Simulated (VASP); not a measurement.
Input:

```
CELL_PARAMETERS angstrom
      2.91720     0.00000     0.00000
      0.00000     2.91720     0.00000
      0.00000     0.00000     2.91720
ATOMIC_POSITIONS crystal
  Al 0.50000 0.50000 0.50000
  Co 0.00000 0.00000 0.00000
```
Cell charge -0.02.

Level of theory: PBE GGA, VASP's PBE PAW potentials (set 64) (plane waves; VASP 6.6.1). Numerical set-up: NELECT = 12.02, 400 eV cut-off, 11×11×11 Γ-centred mesh, Gaussian smearing of 0.050 eV, potentials Al Co.

The cell is charged, with a uniform compensating background.

What does the run give for the energy per atom (σ→0), pressure, band gap (on the k-mesh) with the smallest direct gap where there is one?

| Item | Value |
|---|---|
| band gap (on the k-mesh) | none (metal, semimetal or under 0.01 eV) |
| energy per atom (σ→0) | -5.867 eV/atom |
| pressure | -9.17 GPa |

Only differences to runs with the same potentials and settings are physical.

The compound is CoAl in the CsCl type structure. The cell was not relaxed at this level. The run is one of a series of settings (ISMEAR = 0, NELECT = 12.02, SIGMA = 0.05 against the base run), some of them coarse on purpose. The run is not spin-polarised, so no magnetic state was tried.
